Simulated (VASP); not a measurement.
Calculation: PW91 GGA, VASP's PBE PAW potentials (set 64) (plane waves; VASP).

The input files of a VASP run:

**POSCAR**
```
Dy
1
    1.7950000000    -3.1090310000     0.0000000000
    1.7950000000     3.1090310000     0.0000000000
    0.0000000000     0.0000000000     5.6500000000
Dy
2
Direct
  0.3333330000   0.6666670000   0.2500000000
  0.6666670000   0.3333330000   0.7500000000
```

File KPOINTS:
```
Automatic mesh
0
Gamma
11 11 6
0 0 0
```

### INCAR
```
# general
SYSTEM =Dy
PREC   =Accurate
ENCUT  =400
LREAL  =.False.
LASPH  =.True.

# electronic loop
EDIFF  =1E-6
NELM   =100
ALGO   =Normal
LMAXMIX=6

# smearing
ISMEAR =1
SIGMA  =0.1

# functional
GGA    =91

# ions
ISIF   =2

# output
LWAVE  =.False.
LCHARG =.False.
```

POTCAR, in this order: Dy_3 (PBE.64 set). Program: vasp_std.

The 4f electrons are frozen in the core of the lanthanide potential, so 4f levels, which can set the real gap, and their magnetism are missing.

What does the run give for the energy per atom (σ→0), band gap (on the k-mesh)?

```json
{
 "energy per atom (σ→0)": "-4.549 eV/atom",
 "band gap (on the k-mesh)": "none (metal, semimetal or under 0.01 eV)"
}
```

### OSZICAR
```
...
DAV:   5    -0.909191607022E+01   -0.38249E-02   -0.38223E-02  2406   0.102E+00    0.235E+01
DAV:   6    -0.908919430252E+01    0.27218E-02   -0.29944E-02  2496   0.158E+00    0.140E+01
DAV:   7    -0.909875585473E+01   -0.95616E-02   -0.51946E-02  2486   0.215E+00    0.273E-01
DAV:   8    -0.909839238951E+01    0.36347E-03   -0.31752E-03  2069   0.459E-01    0.623E-02
DAV:   9    -0.909841509633E+01   -0.22707E-04   -0.24491E-04  2144   0.144E-01    0.318E-02
DAV:  10    -0.909840895372E+01    0.61426E-05   -0.48626E-05  2135   0.564E-02    0.438E-02
DAV:  11    -0.909840949219E+01   -0.53847E-06   -0.72987E-06  1939   0.219E-02
   1 F= -.90984095E+01 E0= -.90987106E+01  d E =0.903464E-03
```

The compound is Dy in the hcp structure. The cell was not relaxed at this level. The run is one of a series of settings (GGA = 91 against the base run), some of them coarse on purpose.
